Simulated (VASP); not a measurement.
Set up this calculation in VASP 6.6.1, as the native input.

```
Task                   : relaxation of shape and atoms at fixed volume
Functional             : PBE
Dispersion             : D3(BJ)
Potentials or basis    : VASP PAW PBE potentials, release 64 (Sn_d)
Cutoff                 : 600 eV
k mesh                 : 12 × 12 × 12
Occupations            : gaussian, width 0.03 eV
Spin                   : no spin polarisation
Further INCAR settings : ALGO = Fast; EDIFF = 1e-07; IBRION = 2; EDIFFG = -0.01; NSW = 40; ISIF = 4
```

The structure of Sn lies in POSCAR:

```
Sn                                      
1.0
   -2.9822242181      2.9822242181      1.6193157488
    2.9822242181     -2.9822242181      1.6193157488
    2.9822242181      2.9822242181     -1.6193157488
  Sn            
     2
Direct
     0.0000000000000000    0.0000000000000000    0.0000000000000000
     0.7500000000000000    0.2500000000000000    0.5000000000000000
```

The cell isn't the ideal one: a relaxed cell with its volume scaled by 1.06.

The input as run:

INCAR

```
PREC = Accurate ; ENCUT = 600
EDIFF = 1E-7 ; ISMEAR = 0
SIGMA = 0.03 ; LREAL = F
LASPH = T ; NELM = 80
ALGO = Fast ; ISIF = 4
LWAVE = F ; LCHARG = F
GGA = PE ; IVDW = 12
IBRION = 2 ; NSW = 40
EDIFFG = -0.01
```

KPOINTS

```
regular mesh
0
Gamma
  12 12 12
```

Potentials or basis: VASP PAW PBE potentials, release 64 (Sn_d).

The run is started by

```console
$ cat potpaw_PBE.64/Sn_d/POTCAR > POTCAR
$ mpirun -np 1 vasp_std > vasp.out
```

It gave:

```yaml
Energy_gained_by_relaxing: 0.0 meV/atom
Ionic_steps: 3
Pressure_after_relaxing: -2.7 GPa
Band_gap_on_the_k_mesh: none (metal or under the smearing width)
Dispersion_energy_per_atom: -0.367 eV
```

Caveat: pairwise dispersion overbinds metals, which lowers pressure and volume.

Run time: 2.7 min on 1 thread of Intel(R) Xeon(R) 6975P-C (Granite Rapids), with other jobs on the host, peak memory 0.34 GiB.
